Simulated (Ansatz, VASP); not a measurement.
# Ge (Germanium): VASP beside Ansatz

One calculation is typed for both programs; each brings its own data sets. How far apart do they land? The cell is taken from a series of runs on this material, whose earlier steps may have relaxed, scaled, displaced or heated it; both programs get it as it stands.

Method: plane waves, with VASP 6.6.1 beside it; single point at r2SCAN, spin-orbit coupling, in Ansatz 0.2.0.

## (1) Starting point

It takes space group Fd-3m (No. 227, cubic). The conventional cell has a = 5.746 Å, b = 5.746 Å, c = 5.746 Å, α = 90.00°, β = 90.00°, γ = 90.00°. Nearest to Ge lie 4 Ge at 2.49 Å.

Structure file:

```
Ge
1.0
     0.00000    2.87297    2.87297
     2.87297    0.00000    2.87297
     2.87297    2.87297    0.00000
Ge
2
Cartesian
  2.8730 2.8730 2.8730
  4.3095 4.3095 4.3095
```

## (2) VASP: single point, r2SCAN, spin-orbit coupling, pair 1

With cell and atoms fixed, the geometry can't cause a difference; cores, projectors, grids and the points listed under the comparison can.

Lines of VASP's logs that name or quote its potential files are left out, and so is its time.

INCAR reads:

```
SYSTEM = Ge
PREC = Accurate
ENCUT = 550
EDIFF = 1E-06
NELM = 200
ISMEAR = 0
SIGMA = 0.02
LREAL = .FALSE.
ALGO = Normal
METAGGA = R2SCAN
LASPH = .TRUE.
LNONCOLLINEAR = .TRUE.
MAGMOM = 0 0 0 0 0 0
NBANDS = 40
GGA_COMPAT = .FALSE.
LSORBIT = .TRUE.
LORBIT = 11
LWAVE = .FALSE.
LCHARG = .FALSE.
ISIF = 2
LMIXTAU = .TRUE.
KPAR = 2
```

POSCAR reads:

```
Ge
1.0
    0.0000000000      2.8729710964      2.8729710964
    2.8729710964      0.0000000000      2.8729710964
    2.8729710964      2.8729710964      0.0000000000
Ge
2
Direct
    0.5000000000      0.5000000000      0.5000000000
    0.7500000000      0.7500000000      0.7500000000
```

KPOINTS reads:

```
Automatic mesh
0
Gamma
8 8 8
0 0 0
```

The projector-augmented-wave data sets are Ge_d (PBE family, release 64).

Launch:

```
$ mpirun -np 2 vasp_ncl
```

Numbers of over 12 decimals in the logs are rounded to 6 here.

Log:

```text
[banner, memory and clock lines left out]
running    2 mpi-ranks, on    1 nodes
 distrk:  each k-point on    1 cores,    2 groups
 distr:  one band on    1 cores,    1 groups

 POSCAR found type information on POSCAR Ge
 POSCAR found :  1 types and       2 ions
|                                                                             |
|               ----> ADVICE to this user running VASP <----                  |
|                                                                             |
|     You enforced a specific xc type in the INCAR file but a different       |
|     [... a line on the potential file left out ...]
|     I HOPE YOU KNOW WHAT YOU ARE DOING!                                     |
|                                                                             |

 LDA part: xc-table for (None), standard interpolation
 POSCAR, INCAR and KPOINTS ok, starting setup
 FFT: planning ... GRIDC
 FFT: planning ... GRID_SOFT
 FFT: planning ... GRID
 WAVECAR not read
 entering main loop
       N       E                     dE             d eps       ncg     rms          rms(c)
DAV:   1     0.264534894293E+03    0.26453E+03   -0.14194E+04  2872   0.404E+03
DAV:   2     0.226223166082E+02   -0.24191E+03   -0.23138E+03  2320   0.940E+02
DAV:   3    -0.272000767245E+02   -0.49822E+02   -0.49135E+02  2584   0.214E+02
DAV:   4    -0.303715005502E+02   -0.31714E+01   -0.31654E+01  2712   0.621E+01
DAV:   5    -0.304428247862E+02   -0.71324E-01   -0.71320E-01  2520   0.107E+01    0.319E+00
DAV:   6    -0.277454935319E+02    0.26973E+01   -0.37558E-01  2616   0.109E+01    0.185E+00
DAV:   7    -0.275068717563E+02    0.23862E+00   -0.29024E-01  2976   0.840E+00    0.397E-01
DAV:   8    -0.277522688417E+02   -0.24540E+00   -0.12859E-01  2392   0.490E+00    0.124E-01
DAV:   9    -0.277369967200E+02    0.15272E-01   -0.54272E-03  2584   0.883E-01    0.107E-01
DAV:  10    -0.277353866404E+02    0.16101E-02   -0.65859E-04  2800   0.433E-01    0.146E-01
DAV:  11    -0.277395368324E+02   -0.41502E-02   -0.80621E-03  3024   0.156E+00    0.169E-02
DAV:  12    -0.277409052948E+02   -0.13685E-02   -0.41116E-04  2392   0.221E-01    0.159E-02
DAV:  13    -0.277408394877E+02    0.65807E-04   -0.96454E-06  2688   0.335E-02    0.145E-02
DAV:  14    -0.277411663072E+02   -0.32682E-03   -0.87842E-05  2552   0.140E-01    0.670E-03
DAV:  15    -0.277412024708E+02   -0.36164E-04   -0.30356E-05  2384   0.474E-02    0.673E-03
DAV:  16    -0.277411969824E+02    0.54884E-05   -0.30993E-06  2128   0.221E-02    0.337E-03
DAV:  17    -0.277412245395E+02   -0.27557E-04   -0.61425E-06  1920   0.225E-02    0.361E-03
DAV:  18    -0.277412248781E+02   -0.33854E-06   -0.11578E-06  2064   0.110E-02
   1 F= -.27741225E+02 E0= -.27741203E+02  d E =-.440773E-04  mag=    -0.0000    -0.0000     0.0000
```

Parts of OUTCAR (step 2):

```text
ion  position               nearest neighbor table
   1  0.500  0.500  0.500-   2 2.49   2 2.49   2 2.49   2 2.49
   2  0.750  0.750  0.750-   1 2.49   1 2.49   1 2.49   1 2.49

  LATTYP: Found a face centered cubic cell.
 ALAT       =     5.7459421928

 Subroutine GETGRP returns: Found 48 space group operations
 (whereof 24 operations were pure point group operations)

The static configuration has the point symmetry T_d .
 The point group associated with its full space group is O_h .

 Found     29 irreducible k-points:

   k-points           NKPTS =     29   k-points in BZ     NKDIM =     29   number of bands    NBANDS=     40

   dimension x,y,z NGX =    32 NGY =   32 NGZ =   32
   dimension x,y,z NGXF=    64 NGYF=   64 NGZF=   64

   ENCUT  =  550.0 eV  40.42 Ry    6.36 a.u.   7.77  7.77  7.77*2*pi/ulx,y,z

   NELECT =      28.0000    total number of electrons

 k-points in reciprocal lattice and weights: Automatic mesh
   0.00000000  0.00000000  0.00000000       0.002
   0.12500000  0.00000000  0.00000000       0.016
   0.25000000  0.00000000  0.00000000       0.016
   0.37500000  0.00000000  0.00000000       0.016
   0.50000000  0.00000000  0.00000000       0.008
   0.12500000  0.12500000  0.00000000       0.012
   0.25000000  0.12500000  0.00000000       0.047
   0.37500000  0.12500000  0.00000000       0.047
   0.50000000  0.12500000  0.00000000       0.047
[...]
-0.37500000  0.50000000  0.12500000       0.023
  -0.25000000  0.50000000  0.25000000       0.012

 average (electrostatic) potential at core
       1 -79.8482       2 -79.8482

 E-fermi :   4.4508

 k-point     1 :       0.0000    0.0000    0.0000
  band No.  band energies     occupation
    ...
     24       4.1692      1.00000
     25       4.3226      1.00000
     26       4.3226      1.00000
     27       4.4508      0.50002
     28       4.4508      0.50002
     29       4.4508      0.49998
     30       4.4508      0.49998
     31       6.9120      0.00000
     32       6.9120      0.00000
     33       7.1196      0.00000
    ...

 k-point     2 :       0.1250    0.0000    0.0000
  band No.  band energies     occupation
    ...
     24       1.9507      1.00000
     25       3.9335      1.00000
     26       3.9335      1.00000
     27       4.1168      1.00000
     28       4.1168      1.00000
     29       5.4365      0.00000
     30       5.4365      0.00000
     31       7.4278      0.00000
     32       7.4278      0.00000
     33       7.5696      0.00000
    ...

 k-point     3 :       0.2500    0.0000    0.0000
  band No.  band energies     occupation
    ...
     24      -0.4203      1.00000
     25       3.3858      1.00000
     26       3.3858      1.00000
     27       3.5648      1.00000
     28       3.5648      1.00000
     29       5.1234      0.00000
     30       5.1234      0.00000
     31       8.0875      0.00000
     32       8.0875      0.00000
     33       8.2211      0.00000
    ...

  Total       -0.6885692     -0.6885692     -0.6885692      0.0000000      0.0000000      0.0000000
  in kB      -23.2613232    -23.2613232    -23.2613232      0.0000000      0.0000000      0.0000000
  external PRESSURE =     -23.2613232 kB  Pullay stress =       0.0000000 kB

  energy-cutoff  :      550.00
  volume of cell :       47.43
      direct lattice vectors                 reciprocal lattice vectors
     0.000000000  2.872971096  2.872971096    -0.174035862  0.174035862  0.174035862
     2.872971096  0.000000000  2.872971096     0.174035862 -0.174035862  0.174035862
     2.872971096  2.872971096  0.000000000     0.174035862  0.174035862 -0.174035862

 POSITION                                       TOTAL-FORCE (eV/Angst)
 -----------------------------------------------------------------------------------
      2.87297      2.87297      2.87297         0.000000      0.000000      0.000000
      4.30946      4.30946      4.30946        -0.000000     -0.000000     -0.000000
 -----------------------------------------------------------------------------------
    total drift:                               -0.000000     -0.000000     -0.000000

  FREE ENERGIE OF THE ION-ELECTRON SYSTEM (eV)
  ---------------------------------------------------
  free  energy   TOTEN  =       -27.7412248781 eV

  energy  without entropy=      -27.7411808007  energy(sigma->0) =      -27.74120284

 Spin-Orbit-Coupling matrix elements
 Ion:    1  E_soc:     -0.0174318
 Ion:    2  E_soc:     -0.0174318

 total charge
# of ion       s       p       d       tot
------------------------------------------
    1        1.107   1.245  10.016  12.368
    2        1.107   1.245  10.016  12.368
--------------------------------------------------
tot          2.214   2.490  20.031  24.735

 magnetization (x)
# of ion       s       p       d       tot
------------------------------------------
    1       -0.000   0.000  -0.000   0.000
    2        0.000   0.000   0.000   0.000
--------------------------------------------------
tot          0.000   0.000  -0.000   0.000

 magnetization (y)
# of ion       s       p       d       tot
------------------------------------------
    1       -0.000   0.000   0.000  -0.000
    2        0.000   0.000   0.000   0.000
--------------------------------------------------
tot          0.000   0.000   0.000   0.000

 magnetization (z)
# of ion       s       p       d       tot
------------------------------------------
    1        0.000   0.000   0.000   0.000
    2        0.000   0.000  -0.000   0.000
--------------------------------------------------
tot          0.000   0.000   0.000   0.000

[... 3 further parts left out ...]
```

The k-mesh is coarse for a metal.

The run ends at a pressure of -2.33 GPa.

## (3) Ansatz: single point, r2SCAN, spin-orbit coupling, pair 1

Ansatz runs on its PAW fully relativistic soft_1 files.

The same cell, functional, mesh and smearing now go to Ansatz, which takes its cutoff from its data sets.

input.yaml reads:

```yaml
crystal:
  lattice:
    - [0.0, 2.8729710964, 2.8729710964]
    - [2.8729710964, 0.0, 2.8729710964]
    - [2.8729710964, 2.8729710964, 0.0]
  atoms:
    - { symbol: Ge, position: [0.5, 0.5, 0.5] }
    - { symbol: Ge, position: [0.75, 0.75, 0.75] }
kpoints:
  mp_grid: { grid: [8, 8, 8] }
hamiltonian:
  xc: r2scan
  pseudopotentials: { kind: paw_fr, azcp: { folder: soft_1 } }
scf:
  occupations: { method: gaussian, width: 0.02 }
output:
  forces: true
  stress: true
  eigenvalues: true
magnetization:
  noncollinear: true
  spin_orbit: true
```

Launch:

```
$ ansatz run input.yaml --threads 4 --pin off --max-ram 9216MiB --backend cpu --events-out ev --progress --plain --runs-dir out
```

Log:

```text
Engine: ansatz 0.2.0, x86_64-unknown-linux-gnu
Pseudopotentials: kind: paw_fr
Pseudopotential: Ge, paw, valence charge 14, recommended cutoff 500 eV (meta_gga), soft_1/Ge.paw.azcp
Functional definition: r2SCAN
  parameter k0 = 0.174
  parameter k1 = 0.065
  parameter a1 = 4.9479
  exchange = r2scan_x(k0 = k0, k1 = k1, a1 = a1)
  correlation = r2scan_c
non-collinear run that drives no moment, with spin-orbit: no starting moment large enough to seed its density (crystal.atoms[].spin), no starting occupations that ask for one, no magnetisation constraint and no magnetic field, so the semilocal B_xc is pinned to zero
Crystal: 2 atoms, lattice volume = 47.427 Å³
Basis set: ecut = 500 eV, 1243 PW (Γ), exchange–correlation on 120×120×120 points (64 copies of the dense FFT grid, shifted against one another)
Bands: 36, of which v1, the nominal top of the filled ones, is band 28 counted from 1 (27 counted from 0)
Symmetry: 48 space group operations + 48 with time reversal
Magnetic group: BNS 227.129 (UNI 1631), of the structure as read, at distance tolerance 3.6e-5 Å
k-points: 29 of 512
Projection manifold: j_resolved (fully-relativistic pseudo-atomic orbitals)
Non-local potential: Ge, projectors of the file, resolved by j, l = 0: 2, l = 1: 4, l = 2: 6, l = 3: 2
PAW form: soft (Blöchl's): semilocal exchange-correlation on the pseudo side does not see the compensation charge
PAW frozen core: Ge, regenerated for the run's functional (the file was generated under x = pbe(κ = 0.804, μ = 0.219515), c = pbe(β = 0.066725))
PAW one-centre angular grid: Ge, 590 points (default); XC on 261 of its mesh's 2687 points in the sphere
Initial density: superposition of atomic densities (chi_scale 0.1, normalization cell)
Initial wavefunctions: pseudopotential atomic-orbital guess
Functional: x = r2scan, c = r2scan; τ floored in thin density (d = 2e-4 eV/Å³)
iter 1 solved again at ethr=1.61e-3 eV; its pass at ethr=3.10e-3 eV (dr2=4.50e-1 eV) is discarded
SCF iter   1: F=—  HF=-8600.279211 eV  |F-HF|=—  |Δ(HF+E_count)|=         —  Δρ=3.58e-2  dr2=4.55e-1  dr2_τ=9.50e-4  dr2_m=0.00e0 (ungated)  ethr=1.61e-3  |M|=0.00e0 ∫|m|=0.00e0 μB  |m|>n=0.0e0 m-floor=0.0e0 τ_xc=0.0e0  β_m=0.30  ⟨swp⟩=1.1  Hψ=3192  notcnv=0
preconditioner: auto → Kerker (q_TF=auto, 2.499 Å⁻¹)  [metal: Δε(μ)=0.000 eV  Ē_g=24.136 eV  σ=0.020 eV  W_gap=0.00  n_scr=14 (ndim 8)  ℏωp=28.5 eV  f_vac=0.000  D(μ)=0.22/eV (n_scr^D=0)]
spin=Noncollinear: Kerker preconditioning applied to the charge; magnetization (m_x, m_y, m_z) channels mix plain (no charge-response kernel on spin).
SCF iter   2: F=—  HF=-8600.296172 eV  |F-HF|=—  |Δ(HF+E_count)|=   1.70e-2  Δρ=2.86e-2  dr2=3.08e-1  dr2_τ=3.82e-4  dr2_m=0.00e0 (ungated)  ethr=1.61e-3  |M|=0.00e0 ∫|m|=0.00e0 μB  |m|>n=0.0e0 m-floor=0.0e0 τ_xc=0.0e0  β_m=0.53  ⟨swp⟩=1.0  Hψ=522  notcnv=0
SCF iter   3: F=—  HF=-8600.345624 eV  |F-HF|=—  |Δ(HF+E_count)|=   4.95e-2  Δρ=6.46e-3  dr2=3.90e-2  dr2_τ=3.03e-5  dr2_m=0.00e0 (ungated)  ethr=1.10e-3  |M|=0.00e0 ∫|m|=0.00e0 μB  |m|>n=0.0e0 m-floor=0.0e0 τ_xc=0.0e0  β_m=0.58  ⟨swp⟩=2.0  Hψ=637  notcnv=0
SCF iter   4: F=—  HF=-8600.340332 eV  |F-HF|=—  |Δ(HF+E_count)|=   5.29e-3  Δρ=4.13e-3  dr2=1.09e-2  dr2_τ=9.42e-6  dr2_m=0.00e0 (ungated)  ethr=1.39e-4  |M|=0.00e0 ∫|m|=0.00e0 μB  |m|>n=0.0e0 m-floor=0.0e0 τ_xc=0.0e0  β_m=0.79  ⟨swp⟩=3.2  Hψ=755  notcnv=0
SCF iter   5: F=—  HF=-8600.341880 eV  |F-HF|=—  |Δ(HF+E_count)|=   1.55e-3  Δρ=9.86e-4  dr2=1.91e-4  dr2_τ=2.16e-6  dr2_m=0.00e0 (ungated)  ethr=3.90e-5  |M|=0.00e0 ∫|m|=0.00e0 μB  |m|>n=0.0e0 m-floor=0.0e0 τ_xc=0.0e0  β_m=0.78  ⟨swp⟩=3.0  Hψ=848  notcnv=0
SCF iter   6: F=—  HF=-8600.341953 eV  |F-HF|=—  |Δ(HF+E_count)|=   7.28e-5  Δρ=3.57e-4  dr2=4.17e-5  dr2_τ=1.18e-7  dr2_m=0.00e0 (ungated)  ethr=6.84e-7  |M|=0.00e0 ∫|m|=0.00e0 μB  |m|>n=0.0e0 m-floor=0.0e0 τ_xc=0.0e0  β_m=0.89  ⟨swp⟩=2.0  Hψ=906  notcnv=0
SCF iter   7: F=—  HF=-8600.341982 eV  |F-HF|=—  |Δ(HF+E_count)|=   2.96e-5  Δρ=7.87e-5  dr2=1.78e-6  dr2_τ=7.10e-9  dr2_m=0.00e0 (ungated)  ethr=1.49e-7  |M|=0.00e0 ∫|m|=0.00e0 μB  |m|>n=0.0e0 m-floor=0.0e0 τ_xc=0.0e0  β_m=0.95  ⟨swp⟩=2.0  Hψ=639  notcnv=0
SCF iter   8: F=-8600.341984 eV  HF=-8600.341984 eV  |F-HF|=2.31e-8  |Δ(HF+E_count)|=   1.77e-6  Δρ=8.33e-6  dr2=2.43e-8  dr2_τ=1.42e-10  dr2_m=0.00e0 (ungated)  ethr=3.57e-10  |M|=0.00e0 ∫|m|=0.00e0 μB  |m|>n=0.0e0 m-floor=0.0e0 τ_xc=0.0e0  ⟨swp⟩=3.3  Hψ=1879  notcnv=0
SCF 1 converged in 8 iterations: F = -8600.341984 eV  dr2 = 2.43e-8
  greatest PAW one-centre occupation: 0.997 electrons in one spin orbital (limit 2), on the Ge atom at site 0 (counted from 0), in its partial waves of l = 2
SCF converged after 8 iterations
Magnetization: |M| = 0.0000 μB,  M = (+0.0000, +0.0000, +0.0000) μB
Absolute magnetization: 0.0000 μB (∫|m|)
  site 0: m = (+0.0000, +0.0000, +0.0000) μB, |m| = 0.0000 μB  (R = 1.03 Å)
  site 1: m = (+0.0000, +0.0000, +0.0000) μB, |m| = 0.0000 μB  (R = 1.03 Å)
Free energy (F): -8600.341984 eV
Harris-Foulkes:  -8600.341984 eV  (|F-HF|=2.31e-8)
Internal energy: -8600.341940 eV  (E = F + TS)
E sigma→0 (E₀):  -8600.341962 eV
Entropy (-TS):   -0.000044 eV (-0.022 meV/atom)
Fermi energy:    7.836483 eV
--- Per-component energies (eV) ---
  E_band       = -333.486958
  E_kinetic    = 183.816318
  E_local      = -4568.912393  (includes V_loc(G=0)·N_el)
  E_nonlocal   = 436.641434
  E_hartree    = 2174.671208
  E_xc         = -131.204463
  E_vxc        = -135.934199  (∫ρ·V_xc dr)
  E_paw        = -4047.290523  (= ΣΔE_a)
  E_vpaw       = -605.597937  (= ΣTr[D̂ρ^β])
  E_aug_tail   = -0.000011  (compensation charges beyond the density's cutoff)
  E_vtau       = 7.153310  (kinetic-family band-sum trace: ∫τ·v_τ [+ j·A + Jᵃ·Aᵃ] dr)
  E_ewald      = -2645.923676
  E_core_change = -2.139835  (= ΣΔE_core)
  E_smearing   = -0.000044  (= −TS)
  E_closure    = -0.000000  (closes the sum)
  Σ components = -8600.341984   (vs F -8600.341984, Δ=0.00e0)
--- Forces (eV/Å), atoms counted from 1 ---
  atom   1  Ge    -0.00000000     0.00000000     0.00000000
  atom   2  Ge    -0.00000000    -0.00000000    -0.00000000
  max |Σ_I F_I| component: 1.25e-16 eV/Å
--- Stress (GPa, compression-positive) ---
       -2.448036       0.000000       0.000000
       -0.000000      -2.448036       0.000000
       -0.000000      -0.000000      -2.448036
  P = ⅓ Tr σ = -2.4480 GPa (-24.480 kbar)
--- Band table (eV; the first three rows and the last of 29) ---
  k-point 0: bands = [... 24 lower, 7.7441, 7.7441, 7.8365, 7.8365, 7.8365, 7.8365, 10.3121, 10.3121, ... 4 higher]
  k-point 1: bands = [... 24 lower, 7.3208, 7.3208, 7.5038, 7.5038, 8.8464, 8.8464, 10.8269, 10.8269, ... 4 higher]
  k-point 2: bands = [... 24 lower, 6.7740, 6.7740, 6.9529, 6.9529, 8.5322, 8.5322, 11.4856, 11.4856, ... 4 higher]
  k-point 28: bands = [... 24 lower, 3.8755, 3.8755, 3.9484, 3.9484, 12.1793, 12.1793, 12.3122, 12.3122, ... 4 higher]
```

Reading the cycles: dr2 is the Hartree energy of the density residual (eV), the measure of convergence; HF is the Harris–Foulkes estimate of the energy, which meets the free energy F at convergence.

The run ends at a pressure of -2.45 GPa.

## (4) Side by side

Known differences besides the potentials themselves: spin-orbit coupling enters by fully relativistic files in Ansatz and inside the spheres in VASP; VASP keeps PBE cores, Ansatz makes them for the functional; the cutoff is 500 eV in Ansatz and 550 eV in VASP. Total energies have different zeros and are not compared.

Compared:

| quantity | Ansatz | VASP | difference |
| --- | --- | --- | --- |
| pressure (GPa) | -2.45 | -2.33 | -0.12 |

(Part 1 of 2 ends here.)

[Lines on the potential files, build, host, timing and source positions are cut from VASP's logs without a mark.]

[Logs are printed without paths, hosts, clocks, repeated set-up lines and the standing remarks that a program may print on its own settings, such as how far it seeks lower states.]

[Hosts, paths, dates, database ids (printed as entryN), source tags and the programs' standing remarks are cut or masked in the printed files.]
